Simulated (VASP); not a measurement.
# How SCF solver and k-mesh change a VASP run on LaSb

Aim: find what the SCF solver and k-mesh change for LaSb, and what they cost. The atoms are off their equilibrium sites, so that forces can be compared too. The series runs use PBEsol. The SCF solver tried: ALGO = Normal; ALGO = Fast; ALGO = VeryFast; ALGO = All; ALGO = Damped; AMIX = 0.1, BMIX = 0.01; AMIX = 0.8; IMIX = 1, AMIX = 0.2. The k-mesh tried: 2 2 2; 3 3 3; 4 4 4; 5 5 5; 7 7 7; 9 9 9; 11 11 11. The atoms of the start are displaced at random from the sites of a Fm-3m cell.

Program: VASP 6.6.1. Level of theory: PBEsol; plane waves and PAW (La, Sb). Results are calculated unless marked as measured.

This is a report of a sequence of runs, with most program output left out.

## Step 1: Set-up

The structure is monoclinic, space group Cm (No. 8). That holds within 0.01 Å; VASP, at its tighter tolerance, finds 1 operation. Conventional cell: a = 7.949 Å, b = 4.589 Å, c = 4.589 Å, α = 90.00°, β = 125.26°, γ = 90.00°. Nearest to La lie 6 Sb at 3.20 to 3.29 Å. Sb has 6 La at 3.20 to 3.29 Å nearest. Farther neighbours are not listed. That group holds within 0.01 Å; judged at 0.001 Å it is P1 (No. 1).

Coordinates:

```
La Sb
1.0
     0.00000    3.24500    3.24500
     3.24500    0.00000    3.24500
     3.24500    3.24500    0.00000
La Sb
1 1
Direct
  0.99346 0.99185 0.01629
  0.49396 0.49807 0.50221
```

## Step 2: SCF solver: ALGO = Normal

All solvers should reach one answer; they differ in cycles and robustness. PBEsol restores the gradient expansion of exchange and is tuned for the cells of solids.

The input, INCAR:

```
SYSTEM = LaSb
PREC = Accurate
ENCUT = 400
EDIFF = 1E-06
NELM = 100
ISMEAR = -1
SIGMA = 0.05
LREAL = .FALSE.
ALGO = Normal
GGA = PS
NBANDS = 14
LORBIT = 11
LWAVE = .FALSE.
LCHARG = .FALSE.
KPAR = 2
ISIF = 2
```

The input, POSCAR:

```
LaSb
1.0
    0.0000000000      3.2450000000      3.2450000000
    3.2450000000      0.0000000000      3.2450000000
    3.2450000000      3.2450000000      0.0000000000
La Sb
1 1
Direct
   -0.0065360000     -0.0081520000      0.0162880000
    0.4939630000      0.4980670000      0.5022080000
```

The input, KPOINTS:

```
Automatic mesh
0
Gamma
5 5 5
0 0 0
```

PAW data sets: La and Sb (PBE family, release 64).

Command:

```
mpirun -np 2 vasp_std
```

Run time: 29 s. Hardware: 2 MPI ranks of Intel Xeon Platinum 8488C (Sapphire Rapids), shared host; peak memory 0.39 GiB.

The k-mesh is coarse for a metal. The PAW data sets were made with PBE, which is usual practice but a small mismatch for other functionals.

This step gave:

- SCF cycles: 15
- electrons: 16
- bands: 14
- irreducible k-points: 63
- symmetry operations: 1
- free energy (TOTEN): -12.39 eV
- energy at zero smearing: -12.39 eV
- Fermi energy: 6.464 eV
- pressure: -0.8945 GPa
- metallic: yes

The series starts at -6.1929 eV an atom and -0.89 GPa, after 15 cycles in 29 s.

## Step 3: SCF solver: ALGO = Fast

Changes to INCAR since step 2:

```diff
@@ -8,3 +8,3 @@
 LREAL = .FALSE.
-ALGO = Normal
+ALGO = Fast
 GGA = PS
```

POSCAR is that of step 2.

KPOINTS is that of step 2.

Command:

```
mpirun -np 2 vasp_std
```

Wall time 49 s (2 MPI ranks); peak memory 0.39 GiB; 86 s of CPU time.

Against the first of the series the energy stays within 0.01 meV an atom and the pressure within 0.01 GPa, after 23 cycles in 49 s.

## Step 4: SCF solver: ALGO = VeryFast

Changes to INCAR since step 3:

```diff
@@ -8,3 +8,3 @@
 LREAL = .FALSE.
-ALGO = Fast
+ALGO = VeryFast
 GGA = PS
```

POSCAR is that of step 3.

KPOINTS is that of step 3.

Command:

```
mpirun -np 2 vasp_std
```

The job ended after 3.1 min (2 MPI ranks; peak memory 0.41 GiB).

The electronic loop ended without reaching EDIFF, so its numbers are not used.

At the end rms(c) stands at 2e-02, with no steady fall over the second half of the cycles shown.

## Step 5: SCF solver: ALGO = All

Changes to INCAR since step 4:

```diff
@@ -8,3 +8,3 @@
 LREAL = .FALSE.
-ALGO = VeryFast
+ALGO = All
 GGA = PS
```

POSCAR is that of step 4.

KPOINTS is that of step 4.

Command:

```
mpirun -np 2 vasp_std
```

It took 60 s on 2 MPI ranks; peak memory 0.45 GiB; 1.8 min of CPU time.

Against the first of the series the energy stays within 0.01 meV an atom and the pressure within 0.01 GPa, after 30 cycles in 60 s.

## Step 6: SCF solver: ALGO = Damped

Changes to INCAR since step 5:

```diff
@@ -8,3 +8,3 @@
 LREAL = .FALSE.
-ALGO = All
+ALGO = Damped
 GGA = PS
```

POSCAR is that of step 5.

KPOINTS is that of step 5.

Command:

```
mpirun -np 2 vasp_std
```

Run time: 91 s. Hardware: 2 MPI ranks; peak memory 0.45 GiB.

EDIFF was not reached within NELM cycles, so the run counts as unconverged.

## Step 7: SCF solver: AMIX = 0.1, BMIX = 0.01

Changes to INCAR since step 6:

```diff
@@ -8,3 +8,3 @@
 LREAL = .FALSE.
-ALGO = Damped
+ALGO = Normal
 GGA = PS
@@ -16 +16,3 @@
 ISIF = 2
+AMIX = 0.1
+BMIX = 0.01
```

POSCAR is that of step 6.

KPOINTS is that of step 6.

Command:

```
mpirun -np 2 vasp_std
```

Wall time 35 s (2 MPI ranks); peak memory 0.39 GiB; 58 s of CPU time.

Against the first of the series the energy stays within 0.01 meV an atom; the pressure moves by -0.01 GPa, after 18 cycles in 35 s.

## Step 8: SCF solver: AMIX = 0.8

Changes to INCAR since step 7:

```diff
@@ -16,3 +16,2 @@
 ISIF = 2
-AMIX = 0.1
-BMIX = 0.01
+AMIX = 0.8
```

POSCAR is that of step 7.

KPOINTS is that of step 7.

Command:

```
mpirun -np 2 vasp_std
```

Elapsed: 32 s, on 2 MPI ranks; peak memory 0.39 GiB.

Against the first of the series the energy stays within 0.01 meV an atom and the pressure within 0.01 GPa, after 12 cycles in 32 s.

## Step 9: SCF solver: IMIX = 1, AMIX = 0.2

Changes to INCAR since step 8:

```diff
@@ -16,2 +16,3 @@
 ISIF = 2
-AMIX = 0.8
+IMIX = 1
+AMIX = 0.2
```

POSCAR is that of step 8.

KPOINTS is that of step 8.

Command:

```
mpirun -np 2 vasp_std
```

Run time: 81 s. Hardware: 2 MPI ranks; peak memory 0.39 GiB; 2.5 min of CPU time.

Against the first of the series the energy stays within 0.01 meV an atom; the pressure moves by -0.01 GPa, after 41 cycles in 81 s.

## Step 10: The SCF solver series as a table

This step: convergence of PBEsol results with the solver; plane waves and PAW (VASP 6.6.1).

Derived from the runs above.

Differences are taken from the run with ALGO = Normal. Results of the series, by row:

| setting | status | energy less the reference (meV/atom) | pressure (GPa) | largest force difference (meV/Å) | SCF cycles | wall time (s) |
| --- | --- | --- | --- | --- | --- | --- |
| ALGO = Normal | converged | 0 | -0.8945 | 0 | 15 | 29 |
| ALGO = Fast | converged | 0.00455 | -0.8973 | 0.304 | 23 | 49 |
| ALGO = VeryFast | not_converged | - | - | - | - | 184.1 |
| ALGO = All | converged | -4.15e-4 | -0.8911 | 0.21 | 30 | 60 |
| ALGO = Damped | not_converged | - | - | - | - | 91 |
| AMIX = 0.1, BMIX = 0.01 | converged | 5.25e-4 | -0.9078 | 0.023 | 18 | 35 |
| AMIX = 0.8 | converged | -3.20e-4 | -0.8939 | 0.027 | 12 | 32 |
| IMIX = 1, AMIX = 0.2 | converged | 0.00109 | -0.9029 | 0.001 | 41 | 81 |

## Step 11: K-mesh: 2 2 2

This step: PBEsol; plane waves and PAW (La, Sb) (VASP 6.6.1).

The sum over the zone converges with the mesh, fast for insulators and slowly for metals.

Changes to INCAR since step 9:

```diff
@@ -14,5 +14,3 @@
 LCHARG = .FALSE.
-KPAR = 2
+NCORE = 2
 ISIF = 2
-IMIX = 1
-AMIX = 0.2
```

POSCAR is that of step 9.

The input, KPOINTS:

```
Automatic mesh
0
Gamma
2 2 2
0 0 0
```

Command:

```
mpirun -np 2 vasp_std
```

Wall time 9.4 s (2 MPI ranks); peak memory 0.27 GiB; 8.5 s of CPU time.

Numbers from this step:

| Item | Value |
| --- | --- |
| SCF cycles | 13 |
| irreducible k-points | 8 |
| free energy (TOTEN) | -11.60 eV |
| energy at zero smearing | -11.59 eV |
| Fermi energy | 6.565 eV |
| pressure | -0.8091 GPa |

The series starts at -5.7965 eV an atom and -0.81 GPa, after 13 cycles in 9.4 s.

## Step 12: K-mesh: 3 3 3

Changes to INCAR since step 11:

```diff
@@ -14,3 +14,3 @@
 LCHARG = .FALSE.
-NCORE = 2
+KPAR = 2
 ISIF = 2
```

POSCAR is that of step 11.

The input, KPOINTS:

```
Automatic mesh
0
Gamma
3 3 3
0 0 0
```

Command:

```
mpirun -np 2 vasp_std
```

Elapsed: 16 s, on 2 MPI ranks; peak memory 0.32 GiB; 21 s of CPU time.

Against the run before the energy moves by -316.83 meV an atom and the pressure by +0.05 GPa, after 15 cycles in 16 s.

## Step 13: K-mesh: 4 4 4

INCAR is that of step 12.

POSCAR is that of step 12.

The input, KPOINTS:

```
Automatic mesh
0
Gamma
4 4 4
0 0 0
```

Command:

```
mpirun -np 2 vasp_std
```

Run time: 21 s. Hardware: 2 MPI ranks; peak memory 0.36 GiB.

Against the run before the energy moves by -68.68 meV an atom and the pressure by -0.02 GPa, after 15 cycles in 21 s.

## Step 14: K-mesh: 5 5 5

INCAR is that of step 13.

POSCAR is that of step 13.

The input, KPOINTS:

```
Automatic mesh
0
Gamma
5 5 5
0 0 0
```

Command:

```
mpirun -np 2 vasp_std
```

Run time: 45 s. Hardware: 2 MPI ranks; peak memory 0.39 GiB.

Against the run before the energy moves by -10.87 meV an atom and the pressure by -0.11 GPa, after 15 cycles in 45 s.

## Step 15: K-mesh: 7 7 7

INCAR is that of step 14.

POSCAR is that of step 14.

The input, KPOINTS:

```
Automatic mesh
0
Gamma
7 7 7
0 0 0
```

Command:

```
mpirun -np 2 vasp_std
```

Wall time 78 s (2 MPI ranks); peak memory 0.55 GiB.

Against the run before the energy moves by -7.06 meV an atom and the pressure by -0.02 GPa, after 15 cycles in 78 s.

## Step 16: K-mesh: 9 9 9

INCAR is that of step 15.

POSCAR is that of step 15.

The input, KPOINTS:

```
Automatic mesh
0
Gamma
9 9 9
0 0 0
```

Command:

```
mpirun -np 2 vasp_std
```

Wall time 2.3 min (2 MPI ranks); peak memory 0.84 GiB.

Against the run before the energy moves by -1.04 meV an atom and the pressure by -0.02 GPa, after 15 cycles in 2.3 min.

## Step 17: K-mesh: 11 11 11

INCAR is that of step 16.

POSCAR is that of step 16.

The input, KPOINTS:

```
Automatic mesh
0
Gamma
11 11 11
0 0 0
```

Command:

```
mpirun -np 2 vasp_std
```

Elapsed: 3.2 min, on 2 MPI ranks; peak memory 1.3 GiB.

Against the run before the energy moves by -0.29 meV an atom while the pressure stays within 0.01 GPa, after 15 cycles in 3.2 min.

## Step 18: The k-mesh series as a table

This step: convergence of PBEsol results with the mesh; plane waves and PAW (VASP 6.6.1).

No new run; the numbers come from the runs before.

Differences are taken from the run with 11 11 11. Results of the series, by row:

| setting | status | energy less the reference (meV/atom) | pressure (GPa) | largest force difference (meV/Å) | SCF cycles | wall time (s) |
| --- | --- | --- | --- | --- | --- | --- |
| 2 2 2 | converged | 404.8 | -0.8091 | 149.7 | 13 | 9.4 |
| 3 3 3 | converged | 87.93 | -0.7582 | 92.77 | 15 | 16 |
| 4 4 4 | converged | 19.26 | -0.781 | 4.292 | 15 | 21 |
| 5 5 5 | converged | 8.385 | -0.8945 | 29.41 | 15 | 45 |
| 7 7 7 | converged | 1.328 | -0.9146 | 1.971 | 15 | 78 |
| 9 9 9 | converged | 0.2875 | -0.9323 | 0.367 | 15 | 140 |
| 11 11 11 | converged | 0 | -0.9357 | 0 | 15 | 192 |

## Step 19: Outcome

```
fewest SCF cycles                                                      : AMIX = 0.8 (12)
most SCF cycles among converged runs                                   : IMIX = 1, AMIX = 0.2 (41)
spread of the pressure over the SCF solver                             : 0.0167 GPa
spread of the energy over the SCF solver                               : 0.00497 meV/atom
k-mesh from which the energy stays within 10 meV/atom of the reference : 5 5 5
k-mesh from which the energy stays within 1 meV/atom of the reference  : 9 9 9
k-mesh from which the pressure stays within 0.2 GPa of the reference   : 2 2 2
spread of the pressure over the k-mesh                                 : 0.178 GPa
spread of the energy over the k-mesh                                   : 405 meV/atom
```

In words: All SCF solvers that converged agree within 0.05 meV an atom. No setting beats the 29 s of ALGO = Normal by a fifth or more; the slowest converged run is IMIX = 1, AMIX = 0.2, at 81 s. On a shared host such times are rough. From 9 9 9 on, the energy stays within 1 meV an atom of the reference, at 73 % of its time. The pressure holds within 0.2 GPa from 2 2 2 on. A metal's Fermi surface slows this convergence. Differences are taken from the run with 11 11 11, which is itself not the exact limit. ALGO = VeryFast and ALGO = Damped did not converge. The runs at 2 2 2; 3 3 3 are over 30 meV an atom or 2 GPa off and describe the material poorly.

[Lines on the potential files, build, host, timing and source positions are cut from VASP's logs without a mark.]

[Logs are printed without paths, hosts, clocks, repeated set-up lines and the standing remarks that a program may print on its own settings, such as how far it seeks lower states.]

[Hosts, paths, dates, database ids (printed as entryN), source tags and the programs' standing remarks are cut or masked in the printed files.]

[A measured line is paired with the nearest computed mode of its activity, which favours agreement.]
